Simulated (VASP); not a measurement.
OSZICAR of a VASP run on CdS (zinc blende):

OSZICAR:
```
       N       E                     dE             d eps       ncg     rms          rms(c)
DAV:   1     0.109212333078E+03    0.10921E+03   -0.92506E+03   770   0.126E+03
DAV:   2    -0.115127247067E+01   -0.11036E+03   -0.10558E+03   899   0.292E+02
DAV:   3    -0.611804419807E+01   -0.49668E+01   -0.49541E+01   879   0.637E+01
DAV:   4    -0.615566749271E+01   -0.37623E-01   -0.37618E-01   859   0.562E+00
DAV:   5    -0.615627690358E+01   -0.60941E-03   -0.60941E-03   899   0.688E-01    0.702E+00
DAV:   6    -0.559503853101E+01    0.56124E+00   -0.11115E+00   995   0.129E+01    0.574E+00
DAV:   7    -0.558140626089E+01    0.13632E-01   -0.20355E-01   789   0.359E+00    0.299E+00
DAV:   8    -0.558486767211E+01   -0.34614E-02   -0.18546E-02   809   0.196E+00    0.272E-01
DAV:   9    -0.558520627594E+01   -0.33860E-03   -0.24739E-03   869   0.725E-01    0.752E-02
DAV:  10    -0.558563869585E+01   -0.43242E-03   -0.45027E-04   774   0.188E-01    0.955E-02
DAV:  11    -0.558586608212E+01   -0.22739E-03   -0.46343E-04   759   0.166E-01    0.285E-02
DAV:  12    -0.558585405452E+01    0.12028E-04   -0.34218E-05   840   0.812E-02    0.922E-03
DAV:  13    -0.558585844469E+01   -0.43902E-05   -0.88768E-06   759   0.192E-02    0.106E-02
DAV:  14    -0.558585873460E+01   -0.28992E-06   -0.12089E-06   814   0.766E-03    0.598E-03
DAV:  15    -0.558585872484E+01    0.97634E-08   -0.37322E-08   637   0.143E-03
   1 F= -.55858587E+01 E0= -.55858587E+01  d E =-.341611E-11
```

Problem. Which electronic solver shows in the log?

Solution. It is blocked Davidson (ALGO = Normal, or the opening steps of other solvers). The INCAR had ALGO = Normal.

Problem. Can the final energy be trusted as converged?

Solution. The run converged. It stopped with EDIFF = 1E-7, NELM = 100 (revPBE GGA, plane waves, VASP's PBE PAW potentials (set 64)).

The compound is CdS in the zinc blende structure, a metastable form; wurtzite is the usual one. This cell is one point of a volume scan, at 1.03 of the reference volume.
